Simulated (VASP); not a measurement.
Crystal: Mo.

```xyz
1
Lattice="-1.5650 1.5650 1.5650 1.5650 -1.5650 1.5650 1.5650 1.5650 -1.5650" Properties=species:S:1:pos:R:3 pbc="T T T"
Mo    0.0000    0.0000    0.0000
```

The cell was built by a generator and needn't be a form met in nature.

| Quantity | Value |
| --- | --- |
| Program | VASP 6.6.1 |
| Task | relaxation of cell and atoms |
| Functional | LDA |
| Potentials or basis | VASP PAW LDA potentials, release 64 (Mo_sv) |
| Cutoff | 600 eV |
| k mesh | 18 × 18 × 18 |
| Occupations | methfessel-paxton, width 0.1 eV |
| Spin | no spin polarisation |

At the start: pressure -4.0 GPa; volume 15.33 Å³/atom.

Problem. Where does the relaxation end?

Solution. Over 4 steps the energy falls by 2.7 meV/atom and the volume is 15.12 Å³/atom (-1.4 %); space group Im-3m (No. 229, to 0.05 Å).

Step by step:
| step | energy change (eV) | largest force (eV/Å) | pressure (GPa) | volume (Å³) |
| --- | --- | --- | --- | --- |
| 1 | 0.0000 | 0.0000 | -4.01 | 15.33 |
| 2 | 0.0228 | 0.0000 | 13.62 | 14.50 |
| 3 | -0.0027 | 0.0000 | -0.07 | 15.12 |
| 4 | -0.0027 | 0.0000 | -0.03 | 15.12 |

Final structure:
```
Mo
1.0
    -1.55769    1.55769    1.55769
     1.55769   -1.55769    1.55769
     1.55769    1.55769   -1.55769
Mo
1
Cartesian
  0.0000 0.0000 0.0000
```
